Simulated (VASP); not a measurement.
# BeZn2Te3 (Imm2) in VASP: density of states with PBE

Aim: the density of states of BeZn2Te3 with PBE.

All numbers are computed with VASP 6.6.1; they aren't measurements. Logs are shortened: lines on timing, memory, paths and dates and some standing lists are left out, and cuts for length are marked.

## (1) The structure

The structure is orthorhombic, space group Imm2 (No. 44). The conventional cell has a = 4.239 Å, b = 12.726 Å, c = 6.030 Å, α = 90.00°, β = 90.00°, γ = 90.00°. Be (site symmetry mm2) has 4 Te at 2.45 to 2.51 Å as nearest neighbours. Zn (site symmetry m) is surrounded by 4 Te at 2.66 to 2.67 Å. Te (site symmetry m) has 1 Be at 2.45 Å and 3 Zn at 2.66 to 2.67 Å as nearest neighbours. Te (site symmetry mm2) is surrounded by 2 Be at 2.51 Å and 2 Zn at 2.67 Å.

The cell was built by a generator and needn't be a form met in nature.

## (2) Density of states, PBE

Contents of POSCAR:

```
BeZn2Te3
1.0
   -2.1195100000      6.3628200000      3.0151900000
    2.1195100000     -6.3628200000      3.0151900000
    2.1195100000      6.3628200000     -3.0151900000
Be Zn Te
1 2 3
Direct
    0.0011190000      0.0011190000      0.0000000000
    0.3367730000      0.0004930000      0.3362800000
    0.6642120000      0.0004930000      0.6637200000
    0.0770670000      0.2349320000      0.8421350000
    0.3927970000      0.2349320000      0.1578650000
    0.7779490000      0.2779490000      0.5000000000
```

Contents of INCAR.step1:

```
PREC = Accurate ; ENCUT = 520
EDIFF = 1E-6 ; ISMEAR = 0
SIGMA = 0.03 ; LREAL = False
LASPH = True ; NELM = 100
ALGO = Normal ; ISIF = 2
LWAVE = False ; LCHARG = True
GGA = PE ; KPAR = 8
```

Contents of KPOINTS.step1:

```
regular mesh
0
Gamma
  8 8 8
```

Contents of INCAR.step2:

```
PREC = Accurate ; ENCUT = 520
EDIFF = 1E-6 ; ISMEAR = -5
SIGMA = 0.03 ; LREAL = False
LASPH = True ; NELM = 100
ALGO = Normal ; ISIF = 2
LWAVE = False ; LCHARG = False
GGA = PE ; LORBIT = 11
KPAR = 8 ; NEDOS = 2001
ICHARG = 11
```

Contents of KPOINTS.step2:

```
regular mesh
0
Gamma
  12 12 12
```

Potentials or basis: VASP PAW PBE potentials, release 64 (Be, Zn, Te).

The run is started by

```sh
> cat potpaw_PBE.64/Be/POTCAR potpaw_PBE.64/Zn/POTCAR potpaw_PBE.64/Te/POTCAR > POTCAR
> cp INCAR.step1 INCAR
> cp KPOINTS.step1 KPOINTS
> mpirun -np 8 vasp_std > vasp.out
> cp INCAR.step2 INCAR
> cp KPOINTS.step2 KPOINTS
> mpirun -np 8 vasp_std > vasp.out
```

OUTCAR:

```text
PREC = Accurate
   ENCUT = 520
   EDIFF = 1E-6
   ISMEAR = -5
   LREAL = False
   LASPH = True
   NELM = 100
   ISIF = 2
   GGA = PE
   LORBIT = 11
   ICHARG = 11

 ion  position               nearest neighbor table
   1  0.001  0.001  0.000-   4 2.45   5 2.45   6 2.51   6 2.51
   2  0.337  0.000  0.336-   4 2.66   4 2.66   6 2.67   5 2.67
   3  0.664  0.000  0.664-   5 2.66   5 2.66   6 2.67   4 2.67
   4  0.077  0.235  0.842-   1 2.45   2 2.66   2 2.66   3 2.67
   5  0.393  0.235  0.158-   1 2.45   3 2.66   3 2.66   2 2.67
   6  0.778  0.278  0.500-   1 2.51   1 2.51   3 2.67   2 2.67

  LATTYP: Found a body centered orthorhombic cell.
 ALAT       =     4.2390200000
 B/A-ratio  =     1.4225882397
 C/A-ratio  =     3.0020240527

  Lattice vectors:

 A1 = (  -2.1195100000,   6.3628200000,  -3.0151900000)
 A2 = (   2.1195100000,   6.3628200000,   3.0151900000)
 A3 = (   2.1195100000,  -6.3628200000,  -3.0151900000)

Analysis of symmetry for initial positions (statically):
=====================================================================
 Subroutine PRICEL returns:
 Original cell was already a primitive cell.

 Routine SETGRP: Setting up the symmetry group for a
 body centered orthorhombic supercell.

 Subroutine GETGRP returns: Found  4 space group operations
 (whereof  4 operations were pure point group operations)
 out of a pool of  8 trial point group operations.

The static configuration has the point symmetry C_2v.

Analysis of symmetry for dynamics (positions and initial velocities):
=====================================================================
 Subroutine PRICEL returns:
 Original cell was already a primitive cell.

 Routine SETGRP: Setting up the symmetry group for a
 body centered orthorhombic supercell.

 Subroutine GETGRP returns: Found  4 space group operations
 (whereof  4 operations were pure point group operations)
 out of a pool of  8 trial point group operations.

The dynamic configuration has the point symmetry C_2v.

 Subroutine INISYM returns: Found  4 space group operations
 (whereof  4 operations are pure point group operations),
 and found     1 'primitive' translations

----------------------------------------------------------------------------------------

                                     Primitive cell

  volume of cell :     162.6521

  direct lattice vectors                    reciprocal lattice vectors
    -2.119510000  6.362820000  3.015190000     0.000000000  0.078581509  0.165827029
     2.119510000 -6.362820000  3.015190000     0.235903581  0.000000000  0.165827029
     2.119510000  6.362820000 -3.015190000     0.235903581  0.078581509  0.000000000

  length of vectors
     7.353174262  7.353174262  7.353174262     0.183503834  0.288355862  0.248647448

  position of ions in fractional coordinates (direct lattice)
     0.001119000  0.001119000  0.000000000
     0.336773000  0.000493000  0.336280000
     0.664212000  0.000493000  0.663720000
     0.077067000  0.234932000  0.842135000
     0.392797000  0.234932000  0.157865000
     0.777949000  0.277949000  0.500000000

  ion indices of the primitive-cell ions
   primitive index   ion index
                 1           1
                 2           2
                 3           3
                 4           4
                 5           5
                 6           6

----------------------------------------------------------------------------------------

 KPOINTS: regular mesh

Automatic generation of k-mesh.
 Grid dimensions read from file:
 generate k-points for:   12   12   12

 Generating k-lattice:

  Cartesian coordinates                     Fractional coordinates (reciprocal lattice)
     0.000000000  0.006548459  0.013818919     0.083333333  0.000000000  0.000000000
     0.019658632  0.000000000  0.013818919     0.000000000  0.083333333  0.000000000
     0.019658632  0.006548459  0.000000000     0.000000000  0.000000000  0.083333333

  Length of vectors
     0.015291986  0.024029655  0.020720621

  Shift w.r.t. Gamma in fractional coordinates (k-lattice)
     0.000000000  0.000000000  0.000000000

 TETIRR: Found   4343 inequivalent tetrahedra from    10368

 Subroutine IBZKPT returns following result:
 ===========================================

 Found    280 irreducible k-points:

 Following reciprocal coordinates:
            Coordinates               Weight
  0.000000  0.000000  0.000000      1.000000
  0.083333  0.000000 -0.000000      4.000000
  0.166667  0.000000 -0.000000      4.000000
  0.250000  0.000000  0.000000      4.000000
  0.333333  0.000000 -0.000000      4.000000
  0.416667  0.000000  0.000000      4.000000
[... 16 lines left out ...]
  0.250000  0.166667 -0.000000      8.000000
  0.333333  0.166667 -0.000000      8.000000
 [... further k-points ...]
   k-points           NKPTS =    280   k-points in BZ     NKDIM =    280   number of bands    NBANDS=     26
   number of dos      NEDOS =   2001   number of ions     NIONS =      6
   total plane-waves  NPLWV = 175616
   dimension x,y,z NGX =    56 NGY =   56 NGZ =   56
   dimension x,y,z NGXF=   112 NGYF=  112 NGZF=  112
   ions per type =               1   2   3
   NGX,Y,Z   is equivalent  to a cutoff of  12.66, 12.66, 12.66 a.u.
   NGXF,Y,Z  is equivalent  to a cutoff of  25.32, 25.32, 25.32 a.u.
 SYSTEM =  unknown system
   PREC   = accura    normal or accurate (medium, high low for compatibility)
   ISTART =      0    job   : 0-new  1-cont  2-samecut
   ICHARG =     11    charge: 1-file 2-atom 10-const
   ISPIN  =      1    spin polarized calculation?
   LNONCOLLINEAR =      F non collinear calculations
   LSORBIT =      F    spin-orbit coupling
   LASPH  =      T    aspherical Exc in radial PAW
   ENCUT  =  520.0 eV  38.22 Ry    6.18 a.u.  13.67 13.67 13.67*2*pi/ulx,y,z
   NELM   =    100;   NELMIN=  2; NELMDL=  0     # of ELM steps
   EDIFF  = 0.1E-05   stopping-criterion for ELM
   LREAL  =      F    real-space projection
   EDIFFG = 0.1E-04   stopping-criterion for IOM
   NSW    =      0    number of steps for IOM
   IBRION =     -1    ionic relax: 0-MD 1-quasi-New 2-CG
   NFREE  =      0    steps in history (QN), initial steepest desc. (CG)
   ISIF   =      2    stress and relaxation
   ISYM   =      2    0-nonsym 1-usesym 2-fastsym
   POTIM  = 0.5000    time-step for ionic-motion
   TEBEG  =    0.0;   TEEND  =   0.0 temperature during run
   PSTRESS=    0.0 pullay stress
   NELECT =      44.0000    total number of electrons
   NUPDOWN=      -1.0000    fix difference up-down
   EMIN   =  10.00;   EMAX   =-10.00  energy-range for DOS
   EFERMI =   0.00;   METHOD = LEGACY
   ISMEAR =    -5;   SIGMA  =   0.03  broadening in eV -4-tet -1-fermi 0-gaus
   EFERMI_NEDOS =   21; number of points for ismear=-14 and -15
   IALGO  =     38    algorithm
   IMIX   =      4    mixing-type and parameters
     AMIX     =   0.40;   BMIX     =  1.00
     AMIX_MAG =   1.60;   BMIX_MAG =  1.00
  volume/ion in A,a.u.               =      27.11       182.94
  Fermi-wavevector in a.u.,A,eV,Ry     =   1.058780  2.000804 15.252341  1.121015
  Thomas-Fermi vector in A             =   2.194102
   LORBIT       =     11    0 simple, 1 ext, 2 COOP (PROOUT), +10 PAW based schemes
   GGA     = PE    functional components
   LHFCALC =     F    Hartree Fock is set to
   AEXX    =    0.0000 exact exchange contribution
   IVDW    =     0    specifies the selected vdW correction
   LEPSILON=     F    determine dielectric tensor
   LRPA    =     F    only Hartree local field effects (RPA)
 non-spin polarized calculation
 Fermi weights with tetrahedron method with Bloechl corrections
  energy-cutoff  :      520.00
  volume of cell :      162.65
 maximum number of plane-waves:      4402

 number of electron      44.0000005 magnetization

 Free energy of the ion-electron system (eV)
  ---------------------------------------------------
  ext. energy  EPLUGINS =         0.00000000
  ---------------------------------------------------
  free energy    TOTEN  =       -17.92753736 eV

  energy without entropy =      -17.92753736  energy(sigma->0) =      -17.92753736

 E-fermi :   3.5229     XC(G=0):  -8.8724

 val. band max:        3.5194830462   @ k =   0.0000   0.0000   0.0000
 cond. band min:       5.2294827553   @ k =   0.0000   0.0000   0.0000
 fundamental gap:      1.7099997090
 Fermi energy:         3.5228604568

 k-point     1 :       0.0000    0.0000    0.0000
  band No.  band energies     occupation
      1      -8.2888      2.00000
      2      -7.1074      2.00000
      3      -7.0233      2.00000
      4      -3.3113      2.00000
      5      -3.3042      2.00000
      6      -3.2940      2.00000
[... 18 lines left out ...]
     25       6.7459      0.00000
     26       7.5898      0.00000

 k-point     2 :       0.0833    0.0000   -0.0000
  band No.  band energies     occupation
      1      -8.2683      2.00000
      2      -7.1286      2.00000
      3      -7.0327      2.00000
      4      -3.3107      2.00000
      5      -3.3041      2.00000
      6      -3.2948      2.00000
[... 18 lines left out ...]
     25       6.7640      0.00000
     26       7.6070      0.00000

 k-point     3 :       0.1667    0.0000   -0.0000
  band No.  band energies     occupation
      1      -8.2075      2.00000
      2      -7.1782      2.00000
      3      -7.0723      2.00000
      4      -3.3088      2.00000
      5      -3.3047      2.00000
      6      -3.2954      2.00000
[... 18 lines left out ...]
     25       6.7715      0.00000
     26       7.4922      0.00000

 k-point     4 :       0.2500    0.0000    0.0000
  band No.  band energies     occupation
      1      -8.1099      2.00000
      2      -7.2378      2.00000
      3      -7.1508      2.00000
      4      -3.3057      2.00000
      5      -3.3054      2.00000
      6      -3.2939      2.00000
[... 18 lines left out ...]
     25       6.6555      0.00000
     26       7.4230      0.00000

 k-point     5 :       0.3333    0.0000   -0.0000
  band No.  band energies     occupation
      1      -7.9818      2.00000
      2      -7.3137      2.00000
      3      -7.2456      2.00000
      4      -3.3049      2.00000
      5      -3.3001      2.00000
      6      -3.2900      2.00000
[... 18 lines left out ...]
     25       6.6628      0.00000
     26       7.4290      0.00000

 k-point     6 :       0.4167    0.0000    0.0000
  band No.  band energies     occupation
      1      -7.8370      2.00000
      2      -7.4415      2.00000
      3      -7.2949      2.00000
      4      -3.3021      2.00000
      5      -3.2932      2.00000
      6      -3.2823      2.00000
[... 427 lines left out ...]
 k-point    21 :       0.0833    0.1667    0.0000
  band No.  band energies     occupation
      1      -8.0145      2.00000
      2      -7.1384      2.00000
      3      -7.1008      2.00000
      4      -3.2994      2.00000
      5      -3.2897      2.00000
      6      -3.2862      2.00000
[... 18 lines left out ...]
     25       7.3646      0.00000
     26       7.6500      0.00000

 k-point    22 :       0.1667    0.1667    0.0000
  band No.  band energies     occupation
      1      -7.9053      2.00000
      2      -7.2104      2.00000
      3      -7.1712      2.00000
      4      -3.2971      2.00000
      5      -3.2876      2.00000
      6      -3.2818      2.00000
[... 18 lines left out ...]
     25       7.2922      0.00000
     26       7.5744      0.00000

 k-point    23 :       0.2500    0.1667   -0.0000
  band No.  band energies     occupation
      1      -7.7750      2.00000
      2      -7.3237      2.00000
      3      -7.2183      2.00000
      4      -3.2955      2.00000
      5      -3.2845      2.00000
      6      -3.2707      2.00000
[... 18 lines left out ...]
     25       7.2140      0.00000
     26       7.5856      0.00000

 k-point    24 :       0.3333    0.1667   -0.0000
  band No.  band energies     occupation
      1      -7.6543      2.00000
      2      -7.4369      2.00000
      3      -7.2442      2.00000
      4      -3.2923      2.00000
      5      -3.2847      2.00000
      6      -3.2669      2.00000
[... 18 lines left out ...]
     25       7.2290      0.00000
     26       7.6326      0.00000

 [... further k-points ...]

------------------------ aborting loop because EDIFF is reached ----------------------------------------

  FORCE on cell =-STRESS in cart. coord.  units (eV):
  Direction    XX          YY          ZZ          XY          YZ          ZX
  --------------------------------------------------------------------------------------
  -------------------------------------------------------------------------------------
  Total        0.0277967      0.0057223      0.0205848      0.0000000      0.0000000      0.0000000
  in kB        0.2738070      0.0563663      0.2027669      0.0000000      0.0000000      0.0000000
  external PRESSURE =       0.1776467 kB  Pullay stress =       0.0000000 kB

 VOLUME and BASIS-vectors are now :
 -----------------------------------------------------------------------------
  energy-cutoff  :      520.00
  volume of cell :      162.65
      direct lattice vectors                 reciprocal lattice vectors
    -2.119510000  6.362820000  3.015190000     0.000000000  0.078581509  0.165827029
     2.119510000 -6.362820000  3.015190000     0.235903581  0.000000000  0.165827029
     2.119510000  6.362820000 -3.015190000     0.235903581  0.078581509  0.000000000

 POSITION                                       TOTAL-FORCE (eV/Angst)
 -----------------------------------------------------------------------------------
      0.00000      0.00000      0.00675         0.000000     -0.000000      0.002837
      0.00000      4.27938      0.00297         0.000000      0.002548     -0.000117
      0.00000      8.44626      0.00297         0.000000     -0.002548     -0.000117
      2.11951      4.35389     -1.59846         0.000000     -0.005674      0.001320
     -0.00000      2.00893      1.41673         0.000000      0.005674      0.001320
      0.00000      6.36282      1.67614        -0.000000     -0.000000     -0.005244
 -----------------------------------------------------------------------------------
    total drift:                               -0.000507      0.001566      0.000042

  FREE ENERGIE OF THE ION-ELECTRON SYSTEM (eV)
  ---------------------------------------------------
  free  energy   TOTEN  =       -17.9275373559 eV

  energy  without entropy=      -17.9275373559  energy(sigma->0) =      -17.92753736

 total charge

# of ion       s       p       d       tot
------------------------------------------
    1        0.363   0.520   0.000   0.883
    2        0.552   0.414   9.758  10.724
    3        0.552   0.414   9.758  10.724
    4        1.343   2.080   0.028   3.452
    5        1.343   2.080   0.028   3.452
    6        1.341   2.075   0.026   3.442
--------------------------------------------------
tot          5.493   7.584  19.598  32.676
```

It took 5.9 min on 8 MPI ranks of Intel Xeon Platinum 8488C (Sapphire Rapids), shared host; peak memory 1.2 GiB.

What came out:

- Valence electrons inside the program's atomic spheres: Be 0.88; Zn 10.72; Te 3.45, 3.44

States per cell in windows of 0.5 eV (zero at the valence-band top; states under -8 eV left out):
| from (eV) | total | Zn2_d | Zn3_d | Te4_p | Te5_p | Te6_p | Zn2_s |
| --- | --- | --- | --- | --- | --- | --- | --- |
| -8.0 | 0.00 | 0.00 | 0.00 | 0.00 | 0.00 | 0.00 | 0.00 |
| -7.5 | 0.00 | 0.00 | 0.00 | 0.00 | 0.00 | 0.00 | 0.00 |
| -7.0 | 19.51 | 9.15 | 9.15 | 0.08 | 0.08 | 0.05 | 0.01 |
| -6.5 | 0.00 | 0.00 | 0.00 | 0.00 | 0.00 | 0.00 | 0.00 |
| -6.0 | 0.00 | 0.00 | 0.00 | 0.00 | 0.00 | 0.00 | 0.00 |
| -5.5 | 0.17 | 0.00 | 0.00 | 0.01 | 0.01 | 0.01 | 0.01 |
| -5.0 | 3.08 | 0.04 | 0.04 | 0.25 | 0.25 | 0.22 | 0.28 |
| -4.5 | 1.22 | 0.03 | 0.03 | 0.09 | 0.09 | 0.11 | 0.08 |
| -4.0 | 0.59 | 0.01 | 0.01 | 0.04 | 0.04 | 0.07 | 0.02 |
| -3.5 | 1.27 | 0.02 | 0.02 | 0.11 | 0.11 | 0.15 | 0.02 |
| -3.0 | 2.16 | 0.03 | 0.03 | 0.22 | 0.22 | 0.25 | 0.03 |
| -2.5 | 2.49 | 0.03 | 0.03 | 0.28 | 0.28 | 0.31 | 0.02 |
| -2.0 | 2.53 | 0.03 | 0.03 | 0.32 | 0.32 | 0.31 | 0.02 |
| -1.5 | 2.46 | 0.04 | 0.04 | 0.35 | 0.35 | 0.30 | 0.01 |
| -1.0 | 1.63 | 0.03 | 0.03 | 0.25 | 0.25 | 0.23 | 0.00 |
| -0.5 | 0.46 | 0.01 | 0.01 | 0.08 | 0.08 | 0.06 | 0.00 |
| 0.0 | 0.00 | 0.00 | 0.00 | 0.00 | 0.00 | 0.00 | 0.00 |
| 0.5 | 0.00 | 0.00 | 0.00 | 0.00 | 0.00 | 0.00 | 0.00 |
| 1.0 | 0.00 | 0.00 | 0.00 | 0.00 | 0.00 | 0.00 | 0.00 |
| 1.5 | 0.02 | 0.00 | 0.00 | 0.00 | 0.00 | 0.00 | 0.00 |
| 2.0 | 0.99 | 0.01 | 0.01 | 0.03 | 0.03 | 0.03 | 0.09 |
| 2.5 | 2.27 | 0.01 | 0.01 | 0.08 | 0.08 | 0.08 | 0.17 |
| 3.0 | 2.05 | 0.02 | 0.02 | 0.08 | 0.08 | 0.07 | 0.11 |
| 3.5 | 1.63 | 0.01 | 0.01 | 0.05 | 0.05 | 0.05 | 0.04 |
| 4.0 | 0.82 | 0.01 | 0.01 | 0.03 | 0.03 | 0.02 | 0.01 |
| 4.5 | 0.21 | 0.00 | 0.00 | 0.01 | 0.01 | 0.00 | 0.00 |

The run has no spin-orbit coupling, so splittings on Te are missing.
